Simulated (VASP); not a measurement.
# VSn7O16 (a cell with a defect) in VASP: further runs, part 3 of 3

VASP 6.6.1. Earlier steps stand in the parts before.

## Step 6: Relaxation of the atoms, PBEsol+U, collinear spin, ferromagnetic start

Input file INCAR:

```
PREC = Accurate ; ENCUT = 450
EDIFF = 1E-5 ; ISMEAR = 0
SIGMA = 0.03 ; LREAL = Auto
LASPH = True ; NELM = 120
ALGO = Normal ; ISIF = 2
LWAVE = False ; LCHARG = False
ISPIN = 2 ; MAGMOM = 1 0 0 0 0 0 0 0 0 0 0 0 0 0 0 0 0 0 0 0 0 0 0 0
LORBIT = 11 ; LMAXMIX = 4
LDAU = True ; LDAUTYPE = 2
LDAUL = 2 -1 -1 ; LDAUU = 3 0 0
LDAUJ = 0 0 0 ; LDAUPRINT = 1
GGA = PS ; IBRION = 2
NSW = 40 ; EDIFFG = -0.03
KPAR = 4
```

Input file KPOINTS:

```
Automatic mesh
0
Gamma
  3 3 2
```

Input file POSCAR:

```
VSn7O16
1.0
    9.4747000000      0.0000000000      0.0000000000
    4.7373500000      4.7373500000      0.0000000000
    4.7373500000      0.0000000000      6.3728000000
V Sn O
1 7 16
Direct
    0.0000000000      0.0000000000      0.0000000000
    0.2500000000      0.0000000000      0.5000000000
    0.5000000000      0.0000000000      0.0000000000
    0.7500000000      0.0000000000      0.5000000000
    0.8750000000      0.5000000000      0.2500000000
    0.1250000000      0.5000000000      0.7500000000
    0.3750000000      0.5000000000      0.2500000000
    0.6250000000      0.5000000000      0.7500000000
    0.0000000000      0.3056200000      0.0000000000
    0.2500000000      0.3056200000      0.5000000000
    0.5000000000      0.3056200000      0.0000000000
    0.7500000000      0.3056200000      0.5000000000
    0.5693800000      0.8056200000      0.2500000000
    0.8193800000      0.8056200000      0.7500000000
    0.0693800000      0.8056200000      0.2500000000
    0.3193800000      0.8056200000      0.7500000000
    0.0000000000      0.6943800000      0.0000000000
    0.2500000000      0.6943800000      0.5000000000
    0.5000000000      0.6943800000      0.0000000000
    0.7500000000      0.6943800000      0.5000000000
    0.1806200000      0.1943800000      0.2500000000
    0.4306200000      0.1943800000      0.7500000000
    0.6806200000      0.1943800000      0.2500000000
    0.9306200000      0.1943800000      0.7500000000
```

Potentials or basis: VASP PAW PBE potentials, release 64 (V_sv, Sn_d, O).

Launch:

```sh
$ cat potpaw_PBE.64/V_sv/POTCAR potpaw_PBE.64/Sn_d/POTCAR potpaw_PBE.64/O/POTCAR > POTCAR
$ mpirun -np 4 vasp_std > vasp.out
```

OUTCAR:

```text
PREC = Accurate
   ENCUT = 450
   EDIFF = 1E-5
   ISMEAR = 0
   LREAL = Auto
   LASPH = True
   NELM = 120
   ISIF = 2
   ISPIN = 2
   LORBIT = 11
   GGA = PS
   IBRION = 2
   NSW = 40
   EDIFFG = -0.03

 ion  position               nearest neighbor table
   1  0.000  0.000  0.000-   9 2.05  17 2.05  16 2.06  15 2.06  23 2.06  24 2.06   4 3.19   2 3.19

   2  0.250  0.000  0.500-  10 2.05  18 2.05  16 2.06  13 2.06  21 2.06  24 2.06   1 3.19   3 3.19
                             6 3.71   5 3.71   7 3.71   8 3.71   6 3.71   7 3.71   8 3.71   5 3.71
   3  0.500  0.000  0.000-  11 2.05  19 2.05  14 2.06  13 2.06  21 2.06  22 2.06   2 3.19   4 3.19
                             7 3.71   6 3.71   8 3.71   5 3.71   5 3.71   7 3.71   8 3.71   6 3.71
   4  0.750  0.000  0.500-  12 2.05  20 2.05  15 2.06  14 2.06  22 2.06  23 2.06   3 3.19   1 3.19
                             8 3.71   7 3.71   5 3.71   6 3.71   5 3.71   6 3.71   8 3.71   7 3.71
   5  0.875  0.500  0.250-  13 2.05  21 2.05   9 2.06  17 2.06  20 2.06  12 2.06   8 3.19   6 3.19
                             3 3.71   4 3.71   2 3.71   2 3.71   4 3.71   3 3.71
   6  0.125  0.500  0.750-  14 2.05  22 2.05   9 2.06  17 2.06  18 2.06  10 2.06   5 3.19   7 3.19
                             4 3.71   2 3.71   3 3.71   2 3.71   3 3.71   4 3.71
   7  0.375  0.500  0.250-  15 2.05  23 2.05  10 2.06  18 2.06  19 2.06  11 2.06   6 3.19   8 3.19
                             2 3.71   3 3.71   4 3.71   3 3.71   4 3.71   2 3.71
   8  0.625  0.500  0.750-  16 2.05  24 2.05  11 2.06  19 2.06  20 2.06  12 2.06   7 3.19   5 3.19
                             2 3.71   3 3.71   4 3.71   4 3.71   3 3.71   2 3.71
   9  0.000  0.306  0.000-   1 2.05   5 2.06   6 2.06
  10  0.250  0.306  0.500-   2 2.05   6 2.06   7 2.06
  11  0.500  0.306  0.000-   3 2.05   7 2.06   8 2.06
  12  0.750  0.306  0.500-   4 2.05   5 2.06   8 2.06
  13  0.569  0.806  0.250-   5 2.05   3 2.06   2 2.06
  14  0.819  0.806  0.750-   6 2.05   4 2.06   3 2.06
[... 8 lines left out ...]
  23  0.681  0.194  0.250-   7 2.05   4 2.06   1 2.06
  24  0.931  0.194  0.750-   8 2.05   2 2.06   1 2.06

  LATTYP: Found a body centered tetragonal cell.
 ALAT       =     6.6996246197
 C/A-ratio  =     1.9024349458

  Lattice vectors:

 A1 = (   0.0000000000,  -4.7373500000,  -6.3728000000)
 A2 = (   0.0000000000,   4.7373500000,  -6.3728000000)
 A3 = (   4.7373500000,   0.0000000000,   6.3728000000)

Analysis of symmetry for initial positions (statically):
=====================================================================
 Subroutine PRICEL returns:
 Original cell was already a primitive cell.

 Routine SETGRP: Setting up the symmetry group for a
 body centered tetragonal supercell.

 Subroutine GETGRP returns: Found  8 space group operations
 (whereof  8 operations were pure point group operations)
 out of a pool of 16 trial point group operations.

The static configuration has the point symmetry D_2h.

Analysis of symmetry for dynamics (positions and initial velocities):
=====================================================================
 Subroutine PRICEL returns:
 Original cell was already a primitive cell.

 Routine SETGRP: Setting up the symmetry group for a
 body centered tetragonal supercell.

 Subroutine GETGRP returns: Found  8 space group operations
 (whereof  8 operations were pure point group operations)
[... 507 lines left out ...]
  ---------------------------------------------------
  free  energy   TOTEN  =      -163.3591441808 eV

  energy  without entropy=     -163.3591441808  energy(sigma->0) =     -163.35914418

atom =   1  type =  1  l = 2

 onsite density matrix

spin component  1

  0.5156  0.0000  0.2785  0.0000  0.0000
  0.0000  0.2361  0.0000 -0.0715  0.0000
  0.2785  0.0000  0.7242  0.0000 -0.0000
  0.0000 -0.0715  0.0000  0.2361  0.0000
  0.0000  0.0000 -0.0000  0.0000  0.1648

spin component  2

  0.2060  0.0000 -0.1100  0.0000  0.0000
  0.0000  0.2017  0.0000 -0.0777  0.0000
 -0.1100  0.0000  0.1286  0.0000 -0.0000
  0.0000 -0.0777  0.0000  0.2017  0.0000
  0.0000  0.0000 -0.0000  0.0000  0.1238

 occupancies and eigenvectors

  o =  0.0506  v =  0.0000  0.0000  0.0000  0.0000  0.0000  0.5780 -0.0000  0.8161 -0.0000  0.0000      0.0000  0.0000  0.0000  0.0000  0.0000  0.0000  0.0000  0.0000  0.0000  0.0000
  o =  0.1238  v =  0.0000  0.0000  0.0000  0.0000  0.0000 -0.0000 -0.0000 -0.0000 -0.0000  1.0000      0.0000  0.0000  0.0000  0.0000  0.0000  0.0000  0.0000  0.0000  0.0000  0.0000
  o =  0.1240  v =  0.0000  0.0000  0.0000  0.0000  0.0000 -0.0000 -0.7071 -0.0000 -0.7071 -0.0000      0.0000  0.0000  0.0000  0.0000  0.0000  0.0000  0.0000  0.0000  0.0000  0.0000
  o =  0.1646  v =  0.0000 -0.7071  0.0000 -0.7071 -0.0000  0.0000  0.0000  0.0000  0.0000  0.0000      0.0000  0.0000  0.0000  0.0000  0.0000  0.0000  0.0000  0.0000  0.0000  0.0000
  o =  0.1648  v =  0.0000  0.0000  0.0000  0.0000 -1.0000  0.0000  0.0000  0.0000  0.0000  0.0000      0.0000  0.0000  0.0000  0.0000  0.0000  0.0000  0.0000  0.0000  0.0000  0.0000
  o =  0.2793  v =  0.0000  0.0000  0.0000  0.0000  0.0000 -0.0000 -0.7071  0.0000  0.7071 -0.0000      0.0000  0.0000  0.0000  0.0000  0.0000  0.0000  0.0000  0.0000  0.0000  0.0000
  o =  0.2839  v =  0.0000  0.0000  0.0000  0.0000  0.0000  0.8161 -0.0000 -0.5780  0.0000  0.0000      0.0000  0.0000  0.0000  0.0000  0.0000  0.0000  0.0000  0.0000  0.0000  0.0000
  o =  0.3076  v =  0.0000  0.7071  0.0000 -0.7071  0.0000  0.0000  0.0000  0.0000  0.0000  0.0000      0.0000  0.0000  0.0000  0.0000  0.0000  0.0000  0.0000  0.0000  0.0000  0.0000
  o =  0.3225  v = -0.8218  0.0000  0.5697  0.0000  0.0000  0.0000  0.0000  0.0000  0.0000  0.0000      0.0000  0.0000  0.0000  0.0000  0.0000  0.0000  0.0000  0.0000  0.0000  0.0000
  o =  0.9173  v = -0.5697  0.0000 -0.8218  0.0000 -0.0000  0.0000  0.0000  0.0000  0.0000  0.0000      0.0000  0.0000  0.0000  0.0000  0.0000  0.0000  0.0000  0.0000  0.0000  0.0000

--------------------------------------- Ionic step       11  -------------------------------------------

 number of electron     207.0000006 magnetization       1.0000000

 Free energy of the ion-electron system (eV)
  ---------------------------------------------------
  ext. energy  EPLUGINS =         0.00000000
  ---------------------------------------------------
  free energy    TOTEN  =      -163.35917017 eV

  energy without entropy =     -163.35917017  energy(sigma->0) =     -163.35917017

 E-fermi :   5.8828     XC(G=0): -11.4794

 val. band max:        5.6918071251   @ k =   0.0000   0.0000   0.0000
 cond. band min:       7.1673890606   @ k =   0.0000   0.0000   0.0000
 fundamental gap:      1.4755819355
 Fermi energy:         5.8827818601

 spin component 1

 k-point     1 :       0.0000    0.0000    0.0000
  band No.  band energies     occupation
      1     -59.3577      1.00000
      2     -33.4816      1.00000
      3     -33.1846      1.00000
      4     -33.0628      1.00000
      5     -15.3222      1.00000
      6     -15.1338      1.00000
[... 1169 lines left out ...]
    114      11.4379      0.00000
    115      11.9061      0.00000
 Fermi energy:         5.8827818601

 spin component 2

 k-point     1 :       0.0000    0.0000    0.0000
  band No.  band energies     occupation
      1     -58.3115      1.00000
      2     -32.9768      1.00000
      3     -31.9567      1.00000
      4     -31.6897      1.00000
      5     -15.3209      1.00000
      6     -15.1338      1.00000
[... 1169 lines left out ...]
    114      11.5153      0.00000
    115      11.9580      0.00000
 [bands above 115 left out]

------------------------ aborting loop because EDIFF is reached ----------------------------------------

  FORCE on cell =-STRESS in cart. coord.  units (eV):
  Direction    XX          YY          ZZ          XY          YZ          ZX
  --------------------------------------------------------------------------------------
  -------------------------------------------------------------------------------------
  Total       -2.4140534     -2.4140534     -1.2121218     -0.1402550      0.0000000      0.0000000
  in kB      -13.5215421    -13.5215421     -6.7893096     -0.7855931      0.0000000      0.0000000
  external PRESSURE =     -11.2774646 kB  Pullay stress =       0.0000000 kB
[... 39 lines left out ...]
  FREE ENERGIE OF THE ION-ELECTRON SYSTEM (eV)
  ---------------------------------------------------
  free  energy   TOTEN  =      -163.3591701704 eV

  energy  without entropy=     -163.3591701704  energy(sigma->0) =     -163.35917017

 reached required accuracy - stopping structural energy minimisation

 total charge

# of ion       s       p       d       tot
------------------------------------------
    1        2.273   6.312   2.708  11.293
    2        0.891   1.082  10.369  12.342
    3        0.884   1.110  10.389  12.383
    4        0.891   1.082  10.369  12.342
    5        0.889   1.089  10.370  12.347
    6        0.889   1.089  10.370  12.347
[... 16 lines left out ...]
   23        1.568   3.469   0.000   5.037
   24        1.568   3.469   0.000   5.037
--------------------------------------------------
tot         33.562  69.669  75.314 178.545

 magnetization (x)

# of ion       s       p       d       tot
------------------------------------------
    1        0.009   0.010   1.013   1.032
    2        0.009   0.004   0.001   0.014
    3        0.000   0.000   0.000   0.001
    4        0.009   0.004   0.001   0.014
    5        0.000   0.000  -0.000   0.000
    6        0.000   0.000  -0.000   0.000
[... 16 lines left out ...]
   23       -0.001  -0.019   0.000  -0.020
   24       -0.001  -0.019   0.000  -0.020
--------------------------------------------------
tot          0.034  -0.085   1.014   0.963
```

It took 25 min on 4 MPI ranks of Intel Xeon 6975P-C (Granite Rapids), shared host; peak memory 0.9 GiB.

Results:

```yaml
Free_energy: -163.3592 eV
Energy_gained_by_relaxing: 19.9 meV/atom
Ionic_steps: 11
Largest_force_after_relaxing: 0.019 eV/Å
Band_gap_on_the_k_mesh: 1.48 eV, direct
Net_moment: 1.00 μB per cell
Site_moments: V +1.03; Sn +0.01, +0.00; O -0.02, +0.00, -0.00 μB
Valence_electrons_inside_the_program's_atomic_spheres: V 11.29; Sn 12.34, 12.38, 12.35; O 5.03, 5.06, 5.07, 5.04
```

Forces in eV/Å, atoms in the order of the input:
```
V    0.000  0.000  0.000
Sn   0.000  0.000  0.010
Sn   0.000  0.000  0.000
Sn   0.000  0.000 -0.010
Sn   0.000  0.000 -0.004
Sn   0.000  0.000  0.004
Sn   0.000  0.000 -0.002
Sn   0.000  0.000  0.002
O   -0.003 -0.003  0.000
O    0.007  0.007 -0.001
O    0.010  0.010  0.000
O    0.007  0.007  0.001
O    0.010 -0.010  0.013
O    0.010 -0.010 -0.013
O    0.002 -0.002  0.005
O    0.002 -0.002 -0.005
O    0.003  0.003  0.000
O   -0.007 -0.007 -0.001
O   -0.010 -0.010  0.000
O   -0.007 -0.007  0.001
O   -0.010  0.010  0.013
O   -0.010  0.010 -0.013
O   -0.002  0.002  0.005
O   -0.002  0.002 -0.005
```

Step by step:
| step | energy change (eV) | largest force (eV/Å) | pressure (GPa) |
| --- | --- | --- | --- |
| 1 | 0.0000 | 1.9405 | -0.56 |
| 2 | -0.3988 | 0.8895 | -0.93 |
| 3 | -0.4064 | 0.7775 | -0.97 |
| 4 | -0.4598 | 0.4135 | -1.15 |
| 5 | -0.4604 | 0.2856 | -1.12 |
| 6 | -0.4745 | 0.1306 | -1.14 |
| 7 | -0.4746 | 0.1355 | -1.12 |
| 8 | -0.4773 | 0.1117 | -1.13 |
| 9 | -0.4774 | 0.0798 | -1.13 |
| 10 | -0.4778 | 0.0318 | -1.12 |
| 11 | -0.4778 | 0.0187 | -1.13 |

Final structure:
```
V Sn O
1.0
     9.47470    0.00000    0.00000
     4.73735    4.73735    0.00000
     4.73735    0.00000    6.37280
V Sn O
1 7 16
Direct
  0.00000 0.00000 0.00000
  0.24677 0.00000 0.50647
  0.50000 0.00000 0.00000
  0.75323 0.00000 0.49353
  0.87610 0.50000 0.24780
  0.12390 0.50000 0.75220
  0.37616 0.50000 0.24767
  0.62384 0.50000 0.75233
  0.00000 0.29511 0.00000
  0.25021 0.30639 0.49959
  0.50000 0.30419 0.00000
  0.74979 0.30639 0.50041
  0.56844 0.80573 0.25167
  0.82011 0.80573 0.74833
  0.07077 0.81145 0.23557
  0.30634 0.81145 0.76443
  0.00000 0.70489 0.00000
  0.25021 0.69361 0.49959
  0.50000 0.69581 0.00000
  0.74979 0.69361 0.50041
  0.17989 0.19427 0.25167
  0.43156 0.19427 0.74833
  0.69366 0.18855 0.23557
  0.92923 0.18855 0.76443
```

Eigenvalues of the final occupation matrices:
| site | spin | trace | eigenvalues |
| --- | --- | --- | --- |
| site 1 d | 1 | 1.88 | 0.16 0.16 0.31 0.32 0.92 |
| site 1 d | 2 | 0.86 | 0.05 0.12 0.12 0.28 0.28 |

Caveat: the k mesh is coarse (spacing up to 0.49 Å⁻¹), so the values aren't converged; the cutoff is under 1.25 times the usual one of these potentials, so pressure, stress and relaxed cells hold a basis-set (Pulay) error; the PAW data sets were made with another functional, which shifts forces and pressure a little; spin-orbit coupling is left out, which moves the levels of the heavy elements.

## Step 7: The runs side by side

```tsv
task	fixed moment (μB)	cell	gap on the mesh (eV)	moment (μB)	largest force (eV/Å)
single point	-	as given	1.41	1.00	1.94
single point	1	as given	-	1.00	1.94
relaxation of the atoms	-	atoms relaxed	1.48	1.00	0.02
```

Alike in all rows: level PBEsol+U; potentials or basis VASP PAW PBE potentials, release 64 (V_sv, Sn_d, O); spin collinear, ferromagnetic start; V d U = 3 eV; k mesh 3 × 3 × 2; cutoff (eV) 450; smearing gaussian 0.03 eV; the mesh is coarse, so values aren't converged.

Caveats: all runs use coarse meshes; the cutoff is under 1.25 times the usual one of these potentials, so pressure, stress and relaxed cells hold a basis-set (Pulay) error; the PAW data sets were made with another functional, which shifts forces and pressure a little; spin-orbit coupling is left out, which moves the levels of the heavy elements (some runs); the total moment is fixed, so each spin has its own Fermi level (some runs).

Total energies depend on the potentials used, so only differences within one code and one set of settings carry meaning.
